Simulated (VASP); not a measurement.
Data:

```
CELL_PARAMETERS angstrom
      3.42339     0.00000     0.00000
      0.00000     3.42339     0.00000
      0.00000     0.00000     3.42339
ATOMIC_POSITIONS crystal
  Fe 0.00000 0.00000 0.00000
  Ni 0.00000 0.50000 0.50000
  Ni 0.50000 0.00000 0.50000
  Ni 0.50000 0.50000 0.00000
```
Starting moments (μB, in the order of the record's atoms Fe Ni Ni Ni): 2.7 0.6 0.6 0.6.

Calculation: LDA (Ceperley-Alder, Perdew-Zunger), VASP's LDA PAW potentials (set 64) (plane waves; VASP 6.6.1). Numerical set-up: 500 eV cut-off, 9×9×9 Γ-centred mesh, first-order Methfessel-Paxton smearing of 0.10 eV, potentials Fe Ni.

Task: Estimate the cell moment, energy per atom (σ→0), pressure, band gap (on the k-mesh) with the smallest direct gap where there is one.

Result: 
The band gap (on the k-mesh) comes out as none (metal, semimetal or under 0.01 eV). The cell moment comes out as 4.42 μB, the energy per atom (σ→0) is -7.296 eV/atom and the pressure is 4.97 GPa.

Task: Give the moment on each site (PAW-sphere projection).

Result: 
```csv
site,moment (μB)
Fe1,2.66
Ni2,0.57
Ni3,0.57
Ni4,0.57
```

The compound is Ni3Fe in the L1_2 structure. It was relaxed first under an external pressure of 5 GPa.
